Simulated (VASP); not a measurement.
```yaml
crystal:
  lattice:
    - [0.00000, 1.83852, 1.83852]
    - [1.83852, 0.00000, 1.83852]
    - [1.83852, 1.83852, 0.00000]
  atoms:
    - { symbol: B, position: [0.00000, 0.00000, 0.00000] }
    - { symbol: N, position: [0.25000, 0.25000, 0.25000] }
```

Calculation: SCAN meta-GGA, VASP's PBE PAW potentials (set 64) (plane waves; VASP). Settings: 520 eV cut-off, 12×12×12 Γ-centred mesh, Gaussian smearing of 0.050 eV, potentials B N.

Task: Give the stress tensor in GPa (positive for a compressed cell).

Result: 
```
-20.55    0.00    0.00
  0.00  -20.55    0.00
  0.00    0.00  -20.55
```
The pressure is its mean diagonal, -20.55 GPa.

The compound is BN in the zinc blende structure. This cell is one point of a volume scan, at 1.06 of the reference volume.
